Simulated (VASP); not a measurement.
Output of a VASP run:

OSZICAR:
```
       N       E                     dE             d eps       ncg     rms          rms(c)
DAV:   1     0.592779918899E+03    0.59278E+03   -0.23090E+04  1314   0.159E+03
DAV:   2     0.649599739984E+02   -0.52782E+03   -0.51298E+03  1325   0.446E+02
DAV:   3    -0.265286798872E+02   -0.91489E+02   -0.89759E+02  1627   0.174E+02
DAV:   4    -0.322521221994E+02   -0.57234E+01   -0.56546E+01  1724   0.442E+01
DAV:   5    -0.324637304178E+02   -0.21161E+00   -0.21099E+00  1820   0.867E+00    0.124E+01
DAV:   6    -0.324839844961E+02   -0.20254E-01   -0.34016E+01  1772   0.877E+01    0.903E+00
DAV:   7    -0.306634892778E+02    0.18205E+01   -0.82643E+00  1652   0.658E+01    0.386E+00
DAV:   8    -0.308884946191E+02   -0.22501E+00   -0.36512E+00  1988   0.208E+01    0.311E+00
DAV:   9    -0.307697024408E+02    0.11879E+00   -0.99829E-01  1817   0.166E+01    0.456E-01
DAV:  10    -0.307732529015E+02   -0.35505E-02   -0.62921E-02  1868   0.361E+00    0.189E-01
DAV:  11    -0.307742467759E+02   -0.99387E-03   -0.12632E-02  1972   0.151E+00    0.139E-01
DAV:  12    -0.307739611528E+02    0.28562E-03   -0.17769E-03  1844   0.778E-01    0.305E-02
DAV:  13    -0.307739797210E+02   -0.18568E-04   -0.22186E-04  1748   0.849E-02    0.144E-02
DAV:  14    -0.307739877394E+02   -0.80184E-05   -0.55446E-05  1748   0.111E-01    0.112E-02
DAV:  15    -0.307739852826E+02    0.24568E-05   -0.18464E-05  1420   0.820E-02    0.314E-03
DAV:  16    -0.307739859026E+02   -0.62006E-06   -0.37919E-06  1251   0.138E-02
   1 F= -.30773986E+02 E0= -.30772429E+02  d E =-.311477E-02
```

File OUTCAR:
```
------------------------ aborting loop because EDIFF is reached ----------------------------------------
  FORCE on cell =-STRESS in cart. coord.  units (eV):
  Direction    XX          YY          ZZ          XY          YZ          ZX
  --------------------------------------------------------------------------------------
  Total        7.1605587      7.1605587      7.0237136      0.0000000     -0.0000000      0.0000000
  in kB       69.5168567     69.5168567     68.1883236      0.0000000     -0.0000000      0.0000000
  external PRESSURE =      69.0740123 kB  Pullay stress =       0.0000000 kB
  volume of cell :      165.03
      direct lattice vectors                 reciprocal lattice vectors
    -2.750385000  2.750385000  5.454066000     0.000000000  0.181792731  0.091674725
     2.750385000 -2.750385000  5.454066000     0.181792731  0.000000000  0.091674725
     2.750385000  2.750385000 -5.454066000     0.181792731  0.181792731  0.000000000
 POSITION                                       TOTAL-FORCE (eV/Angst)
 -----------------------------------------------------------------------------------
      2.75039     -0.00000      2.72703         0.000000     -0.000000      0.000000
      0.00000      0.00000      5.45407         0.000000     -0.000000      0.000000
     -0.00000      2.75039      2.72703         0.000000     -0.000000     -0.000000
      0.00000      0.00000      0.00000         0.000000     -0.000000     -0.000000
      1.37519      1.35440     -1.36352         0.000000     -0.226085      0.000000
      1.35440      4.12558      1.36352        -0.226085     -0.000000      0.000000
      1.37519      1.39599      4.09055         0.000000      0.226085     -0.000000
      1.39599     -1.37519      6.81758         0.226085     -0.000000     -0.000000
 -----------------------------------------------------------------------------------
    total drift:                                0.000010      0.000010      0.000025
  FREE ENERGIE OF THE ION-ELECTRON SYSTEM (eV)
  ---------------------------------------------------
  free  energy   TOTEN  =       -30.7739859026 eV

  energy  without entropy=      -30.7708711316  energy(sigma->0) =      -30.77242852
```
(Selected blocks of OUTCAR.)

### POSCAR
```
GaCuSe2
1
   -2.7503850000     2.7503850000     5.4540660000
    2.7503850000    -2.7503850000     5.4540660000
    2.7503850000     2.7503850000    -5.4540660000
Ga Cu Se
2 2 4
Direct
  0.2500000000   0.7500000000   0.5000000000
  0.5000000000   0.5000000000   0.0000000000
  0.7500000000   0.2500000000   0.5000000000
  0.0000000000   0.0000000000   0.0000000000
  0.1212200000   0.1250000000   0.4962200000
  0.8750000000   0.3712200000   0.9962200000
  0.6287800000   0.6250000000   0.5037800000
  0.3750000000   0.8787800000   0.0037800000
```

**Question.** Reconstruct the remaining input files.

**Answer.** This is not unique; one that fits is the input of the run itself, PBE GGA, plane waves, VASP's PBE PAW potentials (set 64).

**INCAR**
```
LCHARG = .FALSE.
LMAXMIX = 4
ISIF = 2   ! forces and stress, cell fixed
ENCUT = 300   ! plane-wave cut-off (eV)
GGA = PE
ISMEAR = -1   ! Fermi-Dirac
SIGMA = 0.136
NELM = 100   ! most electronic steps
PREC = Accurate
ALGO = Normal   ! blocked Davidson
LREAL = .FALSE.   ! projection in real space or not
LWAVE = .FALSE.
EDIFF = 1E-6   ! SCF stop (eV)
LASPH = .TRUE.
SYSTEM = GaCuSe2
```

KPOINTS:
```
Regular mesh
0
Gamma
  4 4 4
0 0 0.5
```

POTCAR, in this order: Ga_d Cu Se (PBE.64 set). Program: vasp_std.

At this cut-off the stress carries a Pulay error, which pulls relaxed volumes low.

The structure comes from a computed database's GaCuSe2 entry; how it stands against other phases isn't given here. The cell was not relaxed at this level. The run is one of a series of settings (KPOINTS 4×4×4 Γ-centred mesh shifted by (0, 0, 0.5) against the base run), some of them coarse on purpose.
